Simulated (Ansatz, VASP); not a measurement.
**H8C4SO2 (liquid sulfolane at 320 K) in two plane-wave programs**

One calculation is typed for both programs; each brings its own data sets. How far apart do they land? The cell is taken from a series of runs on this material, whose earlier steps may have relaxed, scaled, displaced or heated it; both programs get it as it stands.

Calculated with Ansatz 0.2.0; plane waves, with VASP 6.6.1 beside it; single point at RPBE with D3(BJ).

## Step 1: The structure

The cell holds 165 atoms: 22 O, 11 S, 44 C and 88 H. Cell: a = 11.943 Å, b = 11.921 Å, c = 11.675 Å, α = 88.8°, β = 90.8°, γ = 94.4°. As first built, before any earlier steps moved the atoms (in the runner's words): 11 sulfolane placed at random, at 1.26 g/cm^3; overlaps pushed apart, then 10 ps at 470 K with MMFF94 bonds, angles, torsions, charges and radii (Halgren, J. Comput. Chem. 17, 490 (1996)) in harmonic and 12-6 forms. Snapshot after 20 ps at 320 K and fixed volume.

## Step 2: VASP: single point, RPBE with D3(BJ)

A single point gives forces, pressure and levels at one fixed geometry, so differences don't come from the geometry; what else differs is listed under the comparison.

Lines of VASP's logs that name or quote its potential files are left out, and so is its time.

INCAR

```
SYSTEM = H8C4SO2
PREC = Accurate
ENCUT = 600
EDIFF = 1E-06
NELM = 120
ISMEAR = -1
SIGMA = 0.05
LREAL = Auto
ALGO = Normal
GGA = RP
IVDW = 12
NBANDS = 346
LORBIT = 11
LWAVE = .FALSE.
LCHARG = .FALSE.
ISIF = 2
LASPH = .TRUE.
GGA_COMPAT = .FALSE.
EFERMI = MIDGAP
```

POSCAR

```
H8C4SO2
1.0
   11.9337300000     -0.4549000000     -0.0764800000
   -0.4549000000     11.9118600000      0.1270500000
   -0.0764800000      0.1270500000     11.6737200000
O S C H
22 11 44 88
Direct
    0.9767000000      0.5385200000      0.6709500000
    0.8984500000      0.3712100000      0.5595900000
    0.4171700000      0.5994300000      0.5616700000
    0.3900500000      0.4014100000      0.6410200000
    0.4114300000      0.0168900000      0.2208500000
    0.2917500000      0.0532200000      0.0465400000
    0.5772600000      0.5605100000      0.2411100000
    0.6188700000      0.6923400000      0.0723000000
    0.7908700000      0.7121200000      0.7974000000
    0.8504400000      0.8965100000      0.6990200000
    0.1728900000      0.0136400000      0.7524600000
    0.1834100000      0.1560300000      0.5907300000
    0.5879300000      0.9905300000      0.7981700000
    0.6947900000      0.1808500000      0.7885000000
    0.3430700000      0.5470100000      0.0446200000
    0.2286500000      0.5409700000      0.8612000000
    0.9341600000      0.8004000000      0.3607100000
    0.0560700000      0.6376700000      0.3728500000
    0.0735000000      0.4391700000      0.1330800000
    0.0627500000      0.6470700000      0.0917700000
    0.7929500000      0.1347100000      0.1446200000
    0.7055800000      0.2183000000      0.3155100000
    0.8800900000      0.4774700000      0.6159300000
    0.3589900000      0.4867000000      0.5560000000
    0.3848500000      0.0907300000      0.1233400000
    0.5845800000      0.6749400000      0.1919000000
    0.8501800000      0.8242400000      0.8029000000
    0.1502200000      0.1263600000      0.7089300000
    0.6136400000      0.0976700000      0.7367400000
    0.3174500000      0.5970300000      0.9323100000
[... 129 atom lines left out ...]
    0.9684800000      0.0071100000      0.4627300000
    0.9005300000      0.1285700000      0.4982300000
    0.0386000000      0.1060300000      0.2808400000
    0.0761600000      0.1953200000      0.3973600000
    0.9625600000      0.2856800000      0.2199400000
    0.9119800000      0.3039500000      0.3626700000
```

KPOINTS

```
Automatic mesh
0
Gamma
1 1 1
0 0 0
```

The projector-augmented-wave data sets are O, S, C and H (PBE family, release 64).

Started as:

```sh
export OMP_NUM_THREADS=4
mpirun -np 1 vasp_gam
```

Numbers of over 12 decimals in the logs are rounded to 6 here.

The log of the run:

```text
[banner, memory and clock lines left out]
running    1 mpi-ranks, on    1 nodes
[...]
Offloading initialized ...    1 GPUs detected
[...]
|                                                                             |
|               ----> ADVICE to this user running VASP <----                  |
|                                                                             |
|     You enforced a specific xc type in the INCAR file but a different       |
|     [... a line on the potential file left out ...]
|     I HOPE YOU KNOW WHAT YOU ARE DOING!                                     |
|                                                                             |

 LDA part: xc-table for (Slater+PW92), standard interpolation
 POSCAR, INCAR and KPOINTS ok, starting setup
[...]
entering main loop
       N       E                     dE             d eps       ncg     rms          rms(c)
DAV:   1     0.376026714197E+04    0.37603E+04   -0.26415E+05   700   0.140E+03
DAV:   2    -0.564657799233E+03   -0.43249E+04   -0.41038E+04   878   0.307E+02
DAV:   3    -0.974893682172E+03   -0.41024E+03   -0.40663E+03   856   0.968E+01
DAV:   4    -0.984601786346E+03   -0.97081E+01   -0.96579E+01   888   0.164E+01
[...]
DAV:  18    -0.891799738701E+03    0.10992E-04   -0.89735E-06   824   0.103E-02    0.487E-03
DAV:  19    -0.891799737579E+03    0.11215E-05   -0.64205E-06   864   0.725E-03    0.485E-03
DAV:  20    -0.891799737853E+03   -0.27406E-06   -0.30268E-06   784   0.306E-03
   1 F= -.92338204E+03 E0= -.92338204E+03  d E =0.000000E+00
```

OUTCAR, selected parts (step 2):

```text
  FREE ENERGIE OF THE ION-ELECTRON SYSTEM (eV)
  ---------------------------------------------------
  free  energy   TOTEN  =      -923.3820418388 eV

  energy  without entropy=     -923.3820418388  energy(sigma->0) =     -923.38204184
```

The PAW data sets were made with PBE, which is usual practice but a small mismatch for other functionals.

## Step 3: Ansatz: single point, RPBE with D3(BJ)

Ansatz runs on its default PAW (the set named soft_2) files.

The same cell, functional, mesh and smearing now go to Ansatz, which takes its cutoff from its data sets.

input.yaml

```yaml
crystal:
  lattice:
    - [11.93373, -0.4549, -0.07648]
    - [-0.4549, 11.91186, 0.12705]
    - [-0.07648, 0.12705, 11.67372]
  atoms:
    - { symbol: O, position: [0.9767, 0.53852, 0.67095] }
    - { symbol: S, position: [0.88009, 0.47747, 0.61593] }
    - { symbol: O, position: [0.89845, 0.37121, 0.55959] }
    - { symbol: C, position: [0.7632, 0.45207, 0.71198] }
    - { symbol: C, position: [0.66091, 0.49317, 0.64693] }
    - { symbol: C, position: [0.68917, 0.50853, 0.51871] }
    - { symbol: C, position: [0.80835, 0.56427, 0.51547] }
    - { symbol: H, position: [0.75676, 0.3617, 0.73138] }
    - { symbol: H, position: [0.78411, 0.50057, 0.78837] }
    - { symbol: H, position: [0.64268, 0.57483, 0.68026] }
    - { symbol: H, position: [0.58663, 0.43522, 0.65961] }
    - { symbol: H, position: [0.62941, 0.56019, 0.47475] }
    - { symbol: H, position: [0.68664, 0.42742, 0.47564] }
    - { symbol: H, position: [0.8139, 0.64924, 0.55022] }
    - { symbol: H, position: [0.85201, 0.56371, 0.43407] }
    - { symbol: O, position: [0.41717, 0.59943, 0.56167] }
    - { symbol: S, position: [0.35899, 0.4867, 0.556] }
    - { symbol: O, position: [0.39005, 0.40141, 0.64102] }
    - { symbol: C, position: [0.20927, 0.49512, 0.55574] }
    - { symbol: C, position: [0.16787, 0.41851, 0.45871] }
    - { symbol: C, position: [0.25148, 0.44361, 0.36087] }
    - { symbol: C, position: [0.36826, 0.43169, 0.41293] }
    - { symbol: H, position: [0.17931, 0.47204, 0.64147] }
    - { symbol: H, position: [0.1944, 0.58263, 0.53565] }
    - { symbol: H, position: [0.08244, 0.43542, 0.4334] }
    - { symbol: H, position: [0.16843, 0.3306, 0.48783] }
    - { symbol: H, position: [0.24425, 0.52956, 0.32783] }
    - { symbol: H, position: [0.23484, 0.38783, 0.28854] }
    - { symbol: H, position: [0.43765, 0.47851, 0.36857] }
    - { symbol: H, position: [0.38612, 0.34358, 0.42559] }
[... 129 atom lines left out ...]
    - { symbol: H, position: [0.96848, 0.00711, 0.46273] }
    - { symbol: H, position: [0.90053, 0.12857, 0.49823] }
    - { symbol: H, position: [0.0386, 0.10603, 0.28084] }
    - { symbol: H, position: [0.07616, 0.19532, 0.39736] }
    - { symbol: H, position: [0.96256, 0.28568, 0.21994] }
    - { symbol: H, position: [0.91198, 0.30395, 0.36267] }
kpoints:
  mp_grid: { grid: [1, 1, 1] }
hamiltonian:
  xc: rpbe
  dispersion: d3bj
scf:
  occupations: { method: fermi_dirac, width: 0.05 }
output:
  forces: true
  stress: true
  populations: intrinsic
  dos:
    method: { smearing: { sigma: 0.1 } }
    de: 0.1
    projected: { site_lists: { C: [C], H: [H], O: [O], S: [S] } }
  eigenvalues: true
  write_density: true
  write_potential: true
  volumetric_format: npy
  elf: true
```

Started as:

```sh
ansatz run input.yaml --threads 4 --pin off --max-ram 8192MiB --backend cpu --events-out ev --progress --plain --runs-dir out
```

The log of the run:

```text
Engine: ansatz 0.2.0, x86_64-unknown-linux-gnu
Pseudopotentials: kind: paw
Pseudopotential: O, paw, valence charge 6, recommended cutoff 420 eV (normal), O.paw.azcp
Pseudopotential: S, paw, valence charge 6, recommended cutoff 420 eV (normal), S.paw.azcp
Pseudopotential: C, paw, valence charge 4, recommended cutoff 420 eV (normal), C.paw.azcp
Pseudopotential: H, paw, valence charge 1, recommended cutoff 420 eV (normal), H.paw.azcp
Functional definition: RPBE
  parameter kappa = 0.804
  parameter beta = 0.066725
  exchange = rpbe_x(kappa = kappa, mu = beta*pi^2/3)
  correlation = pbe_c(beta = beta)
Crystal: 165 atoms, lattice volume = 1656.784 Å³
Basis set: ecut = 420 eV, 32381 PW (Γ), exchange–correlation on 160×160×160 points (8 copies of the dense FFT grid, shifted against one another)
Bands: 396, of which v1, the nominal top of the filled ones, is band 231 counted from 1 (230 counted from 0)
Symmetry: 1 space group operations
Space group: P1 (ITA 1), of the structure as read, at distance tolerance 1.2e-4 Å
k-points: 1
Non-local potential: O, projectors of the file, l = 0: 2, l = 1: 2, l = 2: 1
Non-local potential: S, projectors of the file, l = 0: 2, l = 1: 2, l = 2: 2
Non-local potential: C, projectors of the file, l = 0: 2, l = 1: 2, l = 2: 1
Non-local potential: H, projectors of the file, l = 0: 2, l = 1: 1
PAW form: soft (Blöchl's): semilocal exchange-correlation on the pseudo side does not see the compensation charge
PAW frozen core: O, regenerated for the run's functional, and the local potential with it (the file was generated under x = pbe(κ = 0.804, μ = 0.219515), c = pbe(β = 0.066725))
PAW frozen core: S, regenerated for the run's functional, and the local potential with it (the file was generated under x = pbe(κ = 0.804, μ = 0.219515), c = pbe(β = 0.066725))
PAW frozen core: C, regenerated for the run's functional, and the local potential with it (the file was generated under x = pbe(κ = 0.804, μ = 0.219515), c = pbe(β = 0.066725))
PAW one-centre angular grid: O, 110 points (default); XC on 64 Gauss nodes
PAW one-centre angular grid: S, 110 points (default); XC on 64 Gauss nodes
PAW one-centre angular grid: C, 110 points (default); XC on 64 Gauss nodes
PAW one-centre angular grid: H, 110 points (default); XC on 64 Gauss nodes
Initial density: superposition of atomic densities (neutral atoms: chi_scale 0, normalization atom), corrected by the library's trained network
Initial wavefunctions: pseudopotential atomic-orbital guess
Functional: x = rpbe, c = pbe(β = 0.066725)
SCF iter   1: F=—  HF=-35022.528411 eV  |F-HF|=—  |Δ(HF+E_count)|=         —  Δρ=8.48e-3  dr2=1.32e0  ethr=1.77e-3  ⟨swp⟩=6.0  Hψ=1913  notcnv=0  defer=50
preconditioner: auto → Resta (q_TF=auto, 2.205 Å⁻¹)  ε∞=2.5  [insulator: Δε(μ)=6.063 eV  Ē_g=16.047 eV  σ=0.050 eV  W_gap=1.00  n_scr=286 (ndim 8)  ℏωp=19.6 eV  f_vac=0.187  D(μ)=0.00/eV (n_scr^D=0)  ε∞_Penn≈2.5]
SCF iter   2: F=—  HF=-35022.228739 eV  |F-HF|=—  |Δ(HF+E_count)|=   3.00e-1  Δρ=4.43e-3  dr2=2.01e-1  ethr=2.86e-4  ⟨swp⟩=3.0  Hψ=674  notcnv=0  defer=161
SCF iter   3: F=—  HF=-35022.229030 eV  |F-HF|=—  |Δ(HF+E_count)|=   2.91e-4  Δρ=1.79e-3  dr2=5.21e-2  ethr=4.35e-5  ⟨swp⟩=2.0  Hψ=469  notcnv=0  defer=161
SCF iter   4: F=—  HF=-35022.231965 eV  |F-HF|=—  |Δ(HF+E_count)|=   2.94e-3  Δρ=9.83e-4  dr2=1.31e-2  ethr=1.13e-5  ⟨swp⟩=3.0  Hψ=470  notcnv=0  defer=161
SCF iter   5: F=—  HF=-35022.230577 eV  |F-HF|=—  |Δ(HF+E_count)|=   1.39e-3  Δρ=2.56e-4  dr2=1.20e-3  ethr=2.84e-6  ⟨swp⟩=2.0  Hψ=391  notcnv=0  defer=161
SCF iter   6: F=—  HF=-35022.230314 eV  |F-HF|=—  |Δ(HF+E_count)|=   2.63e-4  Δρ=1.66e-4  dr2=4.26e-4  ethr=2.60e-7  ⟨swp⟩=2.0  Hψ=466  notcnv=0  defer=161
SCF iter   7: F=—  HF=-35022.230194 eV  |F-HF|=—  |Δ(HF+E_count)|=   1.20e-4  Δρ=2.93e-5  dr2=1.56e-5  ethr=9.21e-8  ⟨swp⟩=2.0  Hψ=466  notcnv=0  defer=161
SCF iter   8: F=—  HF=-35022.230367 eV  |F-HF|=—  |Δ(HF+E_count)|=   1.73e-4  Δρ=1.11e-5  dr2=2.33e-6  ethr=3.38e-9  ⟨swp⟩=2.0  Hψ=627  notcnv=0  defer=161
SCF iter   9: F=—  HF=-35022.230367 eV  |F-HF|=—  |Δ(HF+E_count)|=   1.99e-7  Δρ=5.58e-6  dr2=5.21e-7  ethr=5.04e-10  ⟨swp⟩=2.0  Hψ=466  notcnv=0  defer=161
SCF iter  10: F=—  HF=-35022.230367 eV  |F-HF|=—  |Δ(HF+E_count)|=   5.24e-8  Δρ=3.14e-6  dr2=1.44e-7  ethr=1.13e-10  ⟨swp⟩=2.0  Hψ=466  notcnv=0  defer=161
SCF iter  11: F=-35022.230367 eV  HF=-35022.230367 eV  |F-HF|=1.98e-8  |Δ(HF+E_count)|=   1.49e-8  Δρ=1.31e-6  dr2=2.80e-8  ethr=2.16e-11  ⟨swp⟩=18.0  Hψ=3446  notcnv=0
SCF 1 converged in 11 iterations: F = -35022.230367 eV  dr2 = 2.80e-8
  greatest PAW one-centre occupation: 0.883 electrons in one spin orbital (limit 2), on the O atom at site 122 (counted from 0), in its partial waves of l = 0
[...]
atom 150  H     -0.00098778     0.00052083     0.00003240
  atom 151  O      0.00332778     0.00478684     0.03242288
  atom 152  S     -0.02583671     0.01551293    -0.00745531
  atom 153  O      0.02946760    -0.01848964    -0.02425521
  atom 154  C     -0.00122115    -0.00715087     0.00282194
  atom 155  C      0.00549924     0.00001930    -0.00451350
  atom 156  C     -0.00238806    -0.00331306    -0.00137252
  atom 157  C      0.00056585    -0.00641106    -0.00833048
  atom 158  H     -0.00340720    -0.00074962     0.00372001
  atom 159  H     -0.00069043    -0.00208890    -0.00411056
  atom 160  H     -0.00172868    -0.00030760    -0.00382301
  atom 161  H      0.00029844     0.00043930     0.00598820
  atom 162  H     -0.00092299    -0.00234169    -0.00160782
  atom 163  H      0.00617562     0.00468812     0.00207565
  atom 164  H     -0.00276801     0.00586675     0.00323121
  atom 165  H     -0.00094271     0.00567203     0.00429141
  max |Σ_I F_I| component: 1.29e-4 eV/Å
--- Stress (GPa, compression-positive) ---
       -0.023295      -0.031174      -0.006962
       -0.031174      -0.004308       0.013253
       -0.006962       0.013253      -0.042235
  P = ⅓ Tr σ = -0.0233 GPa (-0.233 kbar)
--- Band table (eV) ---
  k-point 0: bands = [... 227 lower, -0.5243, -0.4978, -0.4021, -0.1664, 5.5140, 5.7286, 5.7596, 5.8275, ... 161 higher]
--- intrinsic populations: 165 sites ---
  site symbol       q [e]
     0      O      6.9005
     1      S      3.9908
     2      O      6.9251
     3      C      4.5470
     4      C      4.3249
     5      C      4.3255
     6      C      4.5409
     7      H      0.7917
     8      H      0.7989
     9      H      0.8131
    10      H      0.8163
    11      H      0.8151
    12      H      0.8203
    13      H      0.7985
    14      H      0.8013
    15      O      6.9067
    16      S      4.0031
    17      O      6.9117
    18      C      4.5198
    19      C      4.3193
    20      C      4.3162
    21      C      4.5369
    22      H      0.7841
    23      H      0.8110
[...]
157      H      0.8098
   158      H      0.8013
   159      H      0.8223
   160      H      0.8296
   161      H      0.8345
   162      H      0.8089
   163      H      0.7909
   164      H      0.7948
  spilling = 0.000000 (of n_electrons = 462.000000)
```

In the SCF lines HF is the Harris–Foulkes energy and dr2 the Hartree energy of the density residual, in eV; the loop may stop once dr2 is under the threshold and the program's other checks hold. Hψ counts applications of the Hamiltonian.

## Step 4: Side by side

Known differences besides the potentials themselves: the cutoff is 420 eV in Ansatz and 600 eV in VASP (PREC = Accurate, projectors in real space); Ansatz makes its cores anew for this functional, VASP keeps those of its PBE data sets. Total energies have different zeros and are not compared.

Compared:

| quantity | Ansatz | VASP | difference |
| --- | --- | --- | --- |
| pressure (GPa) | -0.02 | -0.57 | +0.55 |
| gap on the k mesh (eV) | 5.680 | 5.676 | +0.005 |

Forces on 7 of the 165 atoms, those with the largest forces and the largest differences (eV/Å; atoms numbered as in POSCAR):

| atom | Ansatz x, y, z | VASP x, y, z |
| --- | --- | --- |
| O1 | -0.005, -0.009, -0.006 | -0.221, -0.148, -0.134 |
| O8 | -0.005, -0.006, 0.009 | -0.084, -0.043, 0.283 |
| O13 | 0.006, 0.007, 0.001 | 0.059, 0.259, -0.135 |
| O18 | 0.006, 0.018, 0.008 | -0.040, 0.304, 0.053 |
| O20 | 0.008, -0.011, 0.004 | -0.112, -0.279, 0.016 |
| O21 | 0.003, 0.005, 0.032 | 0.010, 0.071, 0.299 |
| O22 | 0.029, -0.018, -0.024 | 0.242, -0.150, -0.136 |

The forces differ by 69 meV/Å r.m.s., where the r.m.s. force is 0.006 eV/Å in Ansatz and 0.071 eV/Å in VASP: the atoms lie near their places of rest in Ansatz, so a percentage would say little (all taken over all components). A gap on the mesh is an upper bound, since the band edges may lie between its points.

## Step 5: Summary of results

```yaml
r_m_s_force_difference_single_point_rpbe_with_d3_bj: 69 meV/Å
difference_in_pressure_single_point_rpbe_with_d3_bj: 0.55 GPa
```

**Reading.** The r.m.s. force difference is 69 meV/Å (single point, RPBE with D3(BJ)), beyond the 12 meV/Å picked in this series as the mark of a large difference. What causes the difference of the single point, RPBE with D3(BJ) pair stays open here. How closely two codes agree says nothing of how well the functional describes the real material.

[Lines on the potential files, build, host, timing and source positions are cut from VASP's logs without a mark.]

[Logs are printed without paths, hosts, clocks, repeated set-up lines and the standing remarks that a program may print on its own settings, such as how far it seeks lower states.]

[Hosts, paths, dates, database ids (printed as entryN), source tags and the programs' standing remarks are cut or masked in the printed files.]

[The MMFF94 radii named for the starting cell were scaled by 0.96; in molecules described by MMFF94, hydrogen bound to N, O or S took a small fixed 12-6 site in their place.]
